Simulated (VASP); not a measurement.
**NiO: zone-centre modes, functional by functional**

Aim: the vibrations of NiO at the zone centre, at several levels of theory. The starting structure is a measured crystal structure from the Crystallography Open Database. These runs hold a net moment, 2.0 μB a cell; experiment finds antiferromagnetic order in this phase at low temperature (arxiv:1210.6675), so these aren't the modes of its ground state.

Method: Kohn-Sham DFT with plane waves and PAW; LDA+U (Ni d 6.2 eV), PBEsol+U (Ni d 6.2 eV), PBE+U (Ni d 6.2 eV), PBEsol + D3(BJ)+U (Ni d 6.2 eV), r2SCAN+U (Ni d 6.2 eV), r2SCAN + rVV10+U (Ni d 6.2 eV) and HSE06+U (Ni d 6.2 eV), in VASP 6.6.1.

### 1. Starting point

The structure is cubic, space group Fm-3m (No. 225). Conventional cell: a = 4.177 Å, b = 4.177 Å, c = 4.177 Å, α = 90.00°, β = 90.00°, γ = 90.00°. Nearest to Ni lie 6 O at 2.09 Å. Nearest to O lie 6 Ni at 2.09 Å. Farther neighbours and most contacts between anions are not listed.

### 2. Modes with LDA+U (Ni d 6.2 eV)

LDA, the lowest rung, knows the local density alone. The U is chosen by hand, not computed for this crystal, and pushes the named shell towards whole occupations. The cell comes from a relaxation at this level, not shown (16.73 Å³).

Input file INCAR:

```
SYSTEM = NiO
PREC = Accurate
ENCUT = 520
EDIFF = 1E-08
NELM = 100
ISMEAR = 0
SIGMA = 0.03
LREAL = .FALSE.
ALGO = Normal
GGA = CA
NBANDS = 15
ISPIN = 2
MAGMOM = 1 0
LDAU = .TRUE.
LDAUTYPE = 2
LDAUL = 2 -1
LDAUU = 6.2 0
LDAUJ = 0 0
LDAUPRINT = 1
LASPH = .TRUE.
LMAXMIX = 4
LORBIT = 11
LWAVE = .FALSE.
LCHARG = .FALSE.
KPAR = 2
IBRION = 6
NFREE = 2
POTIM = 0.015
NSW = 1
ISIF = 2
```

Input file POSCAR:

```
NiO
1.0
    0.0000000000      2.0301589289      2.0301589289
    2.0301589289      0.0000000000      2.0301589289
    2.0301589289      2.0301589289      0.0000000000
Ni O
1 1
Direct
    0.0000000000      0.0000000000      0.0000000000
    0.5000000000      0.5000000000      0.5000000000
```

Input file KPOINTS:

```
Automatic mesh
0
Gamma
8 8 8
0 0 0
```

The projector-augmented-wave data sets are Ni and O (LDA family, release 64).

The run is started by

```bash
mpirun -np 2 vasp_std
```

The program printed:

```text
[banner, memory and clock lines left out]
running    2 mpi-ranks, on    1 nodes
 distrk:  each k-point on    1 cores,    2 groups
 distr:  one band on    1 cores,    1 groups

 POSCAR found type information on POSCAR NiO
 POSCAR found :  2 types and       2 ions
 LDA part: xc-table for (Slater(with rela. corr.)+CA(PZ))
 , standard interpolation
 POSCAR, INCAR and KPOINTS ok, starting setup
 FFT: planning ... GRIDC
 FFT: planning ... GRID_SOFT
 FFT: planning ... GRID
 WAVECAR not read
 entering main loop
       N       E                     dE             d eps       ncg     rms          rms(c)
DAV:   1     0.800034718880E+02    0.80003E+02   -0.76638E+03  1804   0.139E+03
DAV:   2    -0.690295032437E+01   -0.86906E+02   -0.77072E+02  1950   0.264E+02
DAV:   3    -0.110694581952E+02   -0.41665E+01   -0.40715E+01  1894   0.640E+01
DAV:   4    -0.111027998193E+02   -0.33342E-01   -0.33334E-01  2174   0.553E+00
DAV:   5    -0.111033485059E+02   -0.54869E-03   -0.54868E-03  2048   0.713E-01    0.188E+01
DAV:   6    -0.113966169468E+02   -0.29327E+00   -0.13055E+01  1919   0.788E+01    0.208E+01
DAV:   7    -0.114699145459E+02   -0.73298E-01   -0.11878E+00  2018   0.278E+01    0.109E+01
DAV:   8    -0.116178084694E+02   -0.14789E+00   -0.16602E-01  2092   0.503E+00    0.644E+00
DAV:   9    -0.116811881033E+02   -0.63380E-01   -0.50815E-02  2084   0.825E+00    0.585E-01
DAV:  10    -0.116865111053E+02   -0.53230E-02   -0.24009E-02  2076   0.220E+00    0.507E-01
DAV:  11    -0.116864688059E+02    0.42299E-04   -0.24223E-03  2133   0.114E+00    0.160E-01
DAV:  12    -0.116869091261E+02   -0.44032E-03   -0.32598E-04  1908   0.672E-01    0.601E-02
DAV:  13    -0.116869510495E+02   -0.41923E-04   -0.89302E-05  2390   0.189E-01    0.169E-02
DAV:  14    -0.116869539123E+02   -0.28628E-05   -0.16272E-05  1950   0.441E-02    0.390E-03
DAV:  15    -0.116869539480E+02   -0.35688E-07   -0.36578E-07  2373   0.113E-02    0.140E-03
DAV:  16    -0.116869539480E+02    0.41382E-10   -0.65738E-08  1936   0.271E-03
   1 F= -.11686954E+02 E0= -.11686954E+02  d E =-.194790E-22  mag=     2.0000
[...]
2 F= -.11686292E+02 E0= -.11686292E+02  d E =-.292787E-22  mag=     2.0000
[...]
3 F= -.11686287E+02 E0= -.11686287E+02  d E =-.292888E-22  mag=     2.0000
[...]
4 F= -.11686289E+02 E0= -.11686289E+02  d E =-.292787E-22  mag=     2.0000
 Finite differences progress:
  Degree of freedom:   2/  2
  Displacement:        1/  2
  Total:               3/  4
 bond charge predicted
       N       E                     dE             d eps       ncg     rms          rms(c)
DAV:   1    -0.116828766771E+02    0.34125E-02   -0.36236E+00  3540   0.147E+01    0.324E-01
DAV:   2    -0.116867114454E+02   -0.38348E-02   -0.47430E-02  3988   0.204E+00    0.190E-01
DAV:   3    -0.116863356252E+02    0.37582E-03   -0.69854E-04  4403   0.331E-01    0.154E-01
DAV:   4    -0.116862918945E+02    0.43731E-04   -0.22302E-04  4281   0.182E-01    0.353E-02
DAV:   5    -0.116862953088E+02   -0.34142E-05   -0.39714E-05  3939   0.580E-02    0.170E-02
DAV:   6    -0.116862943175E+02    0.99131E-06   -0.13741E-06  4920   0.320E-02    0.988E-03
DAV:   7    -0.116862936775E+02    0.63997E-06   -0.91539E-07  4043   0.119E-02    0.330E-03
DAV:   8    -0.116862937095E+02   -0.32004E-07   -0.33614E-07  4104   0.750E-03    0.950E-04
DAV:   9    -0.116862937076E+02    0.19006E-08   -0.15722E-08  3003   0.150E-03
   5 F= -.11686294E+02 E0= -.11686294E+02  d E =-.292746E-22  mag=     2.0000
 Finite differences progress:
  Degree of freedom:   2/  2
  Displacement:        2/  2
  Total:               4/  4
```

Run time: 35 s. Hardware: 2 MPI ranks of Intel Xeon Platinum 8488C (Sapphire Rapids), shared host; peak memory 0.32 GiB; 68 s of CPU time.

The logs omit lines about the potential files and the build; timing stands in the text.

From OUTCAR (step 2):

```text
ion  position               nearest neighbor table
   1  0.000  0.000  0.000-   2 2.03   2 2.03   2 2.03   2 2.03   2 2.03   2 2.03
   2  0.500  0.500  0.500-   1 2.03   1 2.03   1 2.03   1 2.03   1 2.03   1 2.03

  LATTYP: Found a face centered cubic cell.
 ALAT       =     4.0603178578

 Subroutine GETGRP returns: Found 48 space group operations
 (whereof 48 operations were pure point group operations)

The static configuration has the point symmetry O_h .

 Found     29 irreducible k-points:

   k-points           NKPTS =     29   k-points in BZ     NKDIM =     29   number of bands    NBANDS=     15

   dimension x,y,z NGX =    24 NGY =   24 NGZ =   24
   dimension x,y,z NGXF=    48 NGYF=   48 NGZF=   48

   ENCUT  =  520.0 eV  38.22 Ry    6.18 a.u.   5.34  5.34  5.34*2*pi/ulx,y,z

   NELECT =      16.0000    total number of electrons

 k-points in reciprocal lattice and weights: Automatic mesh
   0.00000000  0.00000000  0.00000000       0.002
   0.12500000  0.00000000  0.00000000       0.016
   0.25000000  0.00000000  0.00000000       0.016
   0.37500000  0.00000000  0.00000000       0.016
   0.50000000  0.00000000  0.00000000       0.008
   0.12500000  0.12500000  0.00000000       0.012
   0.25000000  0.12500000  0.00000000       0.047
   0.37500000  0.12500000  0.00000000       0.047
   0.50000000  0.12500000  0.00000000       0.047
[...]
-0.37500000  0.50000000  0.12500000       0.023
  -0.25000000  0.50000000  0.25000000       0.012

atom =   1  type =  1  l = 2

 onsite density matrix

spin component  1

  0.9864 -0.0000  0.0000  0.0000 -0.0000
 -0.0000  0.9864  0.0000 -0.0000  0.0000
  0.0000  0.0000  1.0550  0.0000 -0.0000
  0.0000 -0.0000  0.0000  0.9864  0.0000
 -0.0000  0.0000 -0.0000  0.0000  1.0551

spin component  2

  0.9847 -0.0000  0.0000  0.0000 -0.0000
 -0.0000  0.9847  0.0000 -0.0000  0.0000
  0.0000  0.0000  0.1803 -0.0000 -0.0001
  0.0000 -0.0000 -0.0000  0.9847 -0.0000
 -0.0000  0.0000 -0.0001 -0.0000  0.1804

 occupancies and eigenvectors

  o =  0.1803  v =  0.0000  0.0000  0.0000  0.0000  0.0000  0.0000 -0.0000 -0.8660  0.0000 -0.5000      0.0000  0.0000  0.0000  0.0000  0.0000  0.0000  0.0000  0.0000  0.0000  0.0000
  o =  0.1805  v =  0.0000  0.0000  0.0000  0.0000  0.0000  0.0000  0.0000  0.5000  0.0000 -0.8660      0.0000  0.0000  0.0000  0.0000  0.0000  0.0000  0.0000  0.0000  0.0000  0.0000
  o =  0.9847  v =  0.0000  0.0000  0.0000  0.0000  0.0000  0.0000  0.0000 -0.0000 -1.0000 -0.0000      0.0000  0.0000  0.0000  0.0000  0.0000  0.0000  0.0000  0.0000  0.0000  0.0000
  o =  0.9847  v =  0.0000  0.0000  0.0000  0.0000  0.0000  1.0000  0.0000  0.0000  0.0000  0.0000      0.0000  0.0000  0.0000  0.0000  0.0000  0.0000  0.0000  0.0000  0.0000  0.0000
  o =  0.9847  v =  0.0000  0.0000  0.0000  0.0000  0.0000  0.0000 -1.0000  0.0000 -0.0000 -0.0000      0.0000  0.0000  0.0000  0.0000  0.0000  0.0000  0.0000  0.0000  0.0000  0.0000
  o =  0.9864  v =  0.0000 -1.0000 -0.0000 -0.0000  0.0000  0.0000  0.0000  0.0000  0.0000  0.0000      0.0000  0.0000  0.0000  0.0000  0.0000  0.0000  0.0000  0.0000  0.0000  0.0000
  o =  0.9864  v =  1.0000  0.0000  0.0000  0.0000  0.0000  0.0000  0.0000  0.0000  0.0000  0.0000      0.0000  0.0000  0.0000  0.0000  0.0000  0.0000  0.0000  0.0000  0.0000  0.0000
  o =  0.9864  v =  0.0000  0.0000  0.0000 -1.0000  0.0000  0.0000  0.0000  0.0000  0.0000  0.0000      0.0000  0.0000  0.0000  0.0000  0.0000  0.0000  0.0000  0.0000  0.0000  0.0000
  o =  1.0550  v =  0.0000  0.0000 -0.8660 -0.0000 -0.5000  0.0000  0.0000  0.0000  0.0000  0.0000      0.0000  0.0000  0.0000  0.0000  0.0000  0.0000  0.0000  0.0000  0.0000  0.0000
  o =  1.0551  v =  0.0000 -0.0000  0.5000  0.0000 -0.8660  0.0000  0.0000  0.0000  0.0000  0.0000      0.0000  0.0000  0.0000  0.0000  0.0000  0.0000  0.0000  0.0000  0.0000  0.0000

 average (electrostatic) potential at core
       1 -83.1945       2 -67.8579

 E-fermi :   7.9969

 spin component 1
 k-point     1 :       0.0000    0.0000    0.0000
  band No.  band energies     occupation
    ...
      5       2.6276      1.00000
      6       2.6294      1.00000
      7       5.8675      1.00000
      8       5.8675      1.00000
      9       5.8684      1.00000
     10      11.0415      0.00000
     11      25.8958      0.00000
     12      25.8962      0.00000
     13      25.8962      0.00000
     14      26.8318      0.00000
    ...

 k-point     2 :       0.1250    0.0000    0.0000
  band No.  band energies     occupation
    ...
      5       2.6895      1.00000
      6       2.6906      1.00000
      7       5.1631      1.00000
      8       6.2427      1.00000
      9       6.2437      1.00000
     10      12.0504      0.00000
     11      23.0670      0.00000
     12      25.8635      0.00000
     13      25.8636      0.00000
     14      29.3187      0.00000
    ...

 k-point     3 :       0.2500    0.0000    0.0000
  band No.  band energies     occupation
    ...
      5       2.9262      1.00000
      6       2.9267      1.00000
      7       4.5642      1.00000
      8       6.9733      1.00000
      9       6.9738      1.00000
     10      13.7097      0.00000
     11      20.6539      0.00000
     12      24.9100      0.00000
     13      24.9108      0.00000
     14      29.5825      0.00000
    ...

 k-point     4 :       0.3750    0.0000    0.0000
  band No.  band energies     occupation
    ...
      5       3.1962      1.00000
      6       3.1965      1.00000
      7       4.5899      1.00000
      8       7.5737      1.00000
      9       7.5737      1.00000
     10      14.5475      0.00000
     11      19.6054      0.00000
     12      23.6452      0.00000
     13      23.6465      0.00000
     14      29.4693      0.00000
    ...

 k-point     5 :       0.5000    0.0000    0.0000
  band No.  band energies     occupation
    ...
      5       3.3129      1.00000
      6       3.3131      1.00000
      7       4.6785      1.00000
      8       7.8001      1.00000
      9       7.8004      1.00000
     10      14.5779      0.00000
     11      19.5449      0.00000
     12      23.1425      0.00000
     13      23.1443      0.00000
     14      29.4839      0.00000
    ...

 k-point     6 :       0.1250    0.1250    0.0000
  band No.  band energies     occupation
    ...
      5       2.5957      1.00000
      6       2.5985      1.00000
      7       5.6731      1.00000
      8       5.8878      1.00000
      9       5.8919      1.00000
     10      12.4203      0.00000
     11      23.0056      0.00000
     12      25.5785      0.00000
     13      25.5786      0.00000
     14      26.8127      0.00000
    ...

  Total        0.0105596     -0.0030678     -0.0030678      0.0000000      0.0000000      0.0000000
  in kB        1.0109681     -0.2937056     -0.2937056      0.0000000      0.0000000      0.0000000
  external PRESSURE =       0.1411856 kB  Pullay stress =       0.0000000 kB

  energy-cutoff  :      520.00
  volume of cell :       16.73
      direct lattice vectors                 reciprocal lattice vectors
     0.000000000  2.030158929  2.030158929    -0.246286137  0.246286137  0.246286137
     2.030158929  0.000000000  2.030158929     0.246286137 -0.246286137  0.246286137
     2.030158929  2.030158929  0.000000000     0.246286137  0.246286137 -0.246286137

 POSITION                                       TOTAL-FORCE (eV/Angst)
 -----------------------------------------------------------------------------------
      0.00000      0.00000      0.00000        -0.089443      0.000000      0.000000
      2.01516      2.03016      2.03016         0.089443      0.000000      0.000000
 -----------------------------------------------------------------------------------
    total drift:                               -0.000109      0.000000      0.000000

  FREE ENERGIE OF THE ION-ELECTRON SYSTEM (eV)
  ---------------------------------------------------
  free  energy   TOTEN  =       -11.6862937076 eV

  energy  without entropy=      -11.6862937076  energy(sigma->0) =      -11.68629371

 Eigenvectors and eigenvalues of the dynamical matrix
 ----------------------------------------------------

   1 f  =   10.776847 THz    67.712927 2PiTHz  359.476923 cm-1    44.569438 meV
             X         Y         Z           dx          dy          dz
      0.000000  0.000000  0.000000    -0.000000   -0.463252   -0.000000
      2.030159  2.030159  2.030159     0.000000    0.886227    0.000000

   2 f  =   10.776847 THz    67.712927 2PiTHz  359.476923 cm-1    44.569438 meV
             X         Y         Z           dx          dy          dz
      0.000000  0.000000  0.000000     0.000000    0.000000   -0.463252
      2.030159  2.030159  2.030159     0.000000   -0.000000    0.886227

   3 f  =   10.776847 THz    67.712927 2PiTHz  359.476923 cm-1    44.569438 meV
             X         Y         Z           dx          dy          dz
      0.000000  0.000000  0.000000     0.463252   -0.000000    0.000000
      2.030159  2.030159  2.030159    -0.886227    0.000000    0.000000

   4 f/i=    0.005033 THz     0.031623 2PiTHz    0.167883 cm-1     0.020815 meV
             X         Y         Z           dx          dy          dz
      0.000000  0.000000  0.000000    -0.109393   -0.561876   -0.676555
      2.030159  2.030159  2.030159    -0.057183   -0.293706   -0.353651

   5 f/i=    0.005033 THz     0.031623 2PiTHz    0.167883 cm-1     0.020815 meV
             X         Y         Z           dx          dy          dz
      0.000000  0.000000  0.000000    -0.877960    0.030117    0.116947
      2.030159  2.030159  2.030159    -0.458931    0.015743    0.061131

   6 f/i=    0.005033 THz     0.031623 2PiTHz    0.167883 cm-1     0.020815 meV
             X         Y         Z           dx          dy          dz
      0.000000  0.000000  0.000000    -0.051155    0.684679   -0.560353
      2.030159  2.030159  2.030159    -0.026740    0.357898   -0.292910

 ELASTIC MODULI CONTR FROM IONIC RELAXATION (kBar)
 Direction    XX          YY          ZZ          XY          YZ          ZX
 --------------------------------------------------------------------------------
 XX           0.0000      0.0000      0.0000      0.0000      0.0000      0.0000
 YY           0.0000      0.0000      0.0000      0.0000      0.0000      0.0000
 ZZ           0.0000      0.0000      0.0000      0.0000      0.0000      0.0000
 XY           0.0000      0.0000      0.0000      0.0000      0.0000      0.0000
 YZ           0.0000      0.0000      0.0000      0.0000      0.0000      0.0000
 ZX           0.0000      0.0000      0.0000      0.0000      0.0000      0.0000
 --------------------------------------------------------------------------------

 total charge
# of ion       s       p       d       tot
------------------------------------------
    1        0.376   0.503   8.350   9.229
    2        1.534   3.499   0.000   5.032
--------------------------------------------------
tot          1.910   4.002   8.350  14.262

 magnetization (x)
# of ion       s       p       d       tot
------------------------------------------
    1        0.010   0.016   1.751   1.777
    2        0.022   0.196   0.000   0.218
--------------------------------------------------
tot          0.032   0.212   1.751   1.995

[... 6 further parts left out ...]
```

The last energy, forces, stress and levels in OUTCAR belong to the last displaced cell, not to the cell of POSCAR.

LDA+U (Ni d 6.2 eV): the zone-centre mode is T1u 359.5 cm⁻¹.

### 3. Modes with LDA+U (Ni d 6.2 eV) at the measured cell

A relaxation of the atoms in the fixed cell, not shown, had nothing to move.

INCAR is that of step 2.

Input file POSCAR:

```
NiO
1.0
    0.0000000000      2.0885500000      2.0885500000
    2.0885500000      0.0000000000      2.0885500000
    2.0885500000      2.0885500000      0.0000000000
Ni O
1 1
Direct
    0.0000000000      0.0000000000      0.0000000000
    0.5000000000      0.5000000000      0.5000000000
```

KPOINTS is that of step 2.

The run is started by

```bash
mpirun -np 2 vasp_std
```

The program printed:

```text
[... set-up lines as in an earlier step ...]
 entering main loop
       N       E                     dE             d eps       ncg     rms          rms(c)
DAV:   1     0.771260804272E+02    0.77126E+02   -0.75544E+03  1820   0.133E+03
DAV:   2    -0.655285397415E+01   -0.83679E+02   -0.73767E+02  1922   0.252E+02
DAV:   3    -0.109206022528E+02   -0.43677E+01   -0.42818E+01  1999   0.642E+01
DAV:   4    -0.109592609727E+02   -0.38659E-01   -0.38618E-01  2133   0.582E+00
[...]
DAV:  14    -0.116066082427E+02   -0.33219E-05   -0.23973E-05  2056   0.511E-02    0.530E-03
DAV:  15    -0.116066082277E+02    0.15016E-07   -0.77942E-07  2231   0.160E-02    0.256E-03
DAV:  16    -0.116066082329E+02   -0.52712E-08   -0.65852E-08  1971   0.251E-03
   1 F= -.11606608E+02 E0= -.11606608E+02  d E =-.267223E-17  mag=     2.0000
[...]
2 F= -.11606205E+02 E0= -.11606205E+02  d E =-.285694E-17  mag=     2.0000
[...]
3 F= -.11606201E+02 E0= -.11606201E+02  d E =-.285470E-17  mag=     2.0000
[...]
4 F= -.11606200E+02 E0= -.11606200E+02  d E =-.285678E-17  mag=     2.0000
[...]
5 F= -.11606204E+02 E0= -.11606204E+02  d E =-.285804E-17  mag=     2.0000
 Finite differences progress:
  Degree of freedom:   2/  2
  Displacement:        2/  2
  Total:               4/  4
```

Run time: 53 s. Hardware: 2 MPI ranks; peak memory 0.33 GiB; 1.7 min of CPU time.

Parts of OUTCAR (step 3):

```text
  Total       -1.8636763     -1.8737966     -1.8737966      0.0000000     -0.0000000      0.0000000
  in kB     -163.8764074   -164.7663074   -164.7663074      0.0000000     -0.0000000      0.0000000
  external PRESSURE =    -164.4696741 kB  Pullay stress =       0.0000000 kB

 POSITION                                       TOTAL-FORCE (eV/Angst)
 -----------------------------------------------------------------------------------
      0.00000      0.00000      0.00000        -0.054776      0.000000      0.000000
      2.07355      2.08855      2.08855         0.054776      0.000000      0.000000
 -----------------------------------------------------------------------------------
    total drift:                                0.000179     -0.000001     -0.000001

  FREE ENERGIE OF THE ION-ELECTRON SYSTEM (eV)
  ---------------------------------------------------
  free  energy   TOTEN  =       -11.6062044505 eV

  energy  without entropy=      -11.6062044505  energy(sigma->0) =      -11.60620445

 magnetization (x)
# of ion       s       p       d       tot
------------------------------------------
    1        0.010   0.014   1.756   1.780
    2        0.020   0.187   0.000   0.206
--------------------------------------------------
tot          0.029   0.200   1.756   1.986

[... 1 part as in an earlier step ...]

[... 2 further parts left out ...]
[key lines of the parts left out:]
E-fermi :   6.6723
```

The last energy, forces and stress in OUTCAR belong to the last displaced cell, not to that of POSCAR.

With LDA+U (Ni d 6.2 eV) at the measured cell the mode is T1u 281.4 cm⁻¹, -78.1 cm⁻¹ from LDA+U (Ni d 6.2 eV).

[end of part 1 of 3]

[Lines on the potential files, build, host, timing and source positions are cut from VASP's logs without a mark.]

[Logs are printed without paths, hosts, clocks, repeated set-up lines and the standing remarks that a program may print on its own settings, such as how far it seeks lower states.]

[Hosts, paths, dates, database ids (printed as entryN), source tags and the programs' standing remarks are cut or masked in the printed files.]
